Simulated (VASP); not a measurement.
Here is the system:

```yaml
crystal:
  lattice:
    - [0.00000, 3.03000, 3.03000]
    - [3.03000, 0.00000, 3.03000]
    - [3.03000, 3.03000, 0.00000]
  atoms:
    - { symbol: In, position: [0.00000, 0.00000, 0.00000] }
    - { symbol: As, position: [0.25000, 0.25000, 0.25000] }
```

Calculation: PBE GGA, VASP's PBE PAW potentials (set 64) (plane waves; VASP 6.6.1). Run with 300 eV cut-off, 9×9×9 Γ-centred mesh, Fermi-Dirac smearing of 0.050 eV, potentials In_d As.

At this cut-off the stress carries a Pulay error, which pulls relaxed volumes low. Unless said otherwise, spin-orbit coupling is left out, though it shifts the bands of the heavy elements here.

Task: Estimate the energy per atom (σ→0), pressure, band gap (on the k-mesh) with the smallest direct gap where there is one.

Result: 
The band gap (on the k-mesh) is none (metal, semimetal or under 0.01 eV). The energy per atom (σ→0) is -3.839 eV/atom and the pressure is 3.33 GPa.

The absolute energy has meaning only against runs of the same code, potentials and settings.

The structure is a typed InAs crystal (F-43m). The cell was not relaxed at this level.
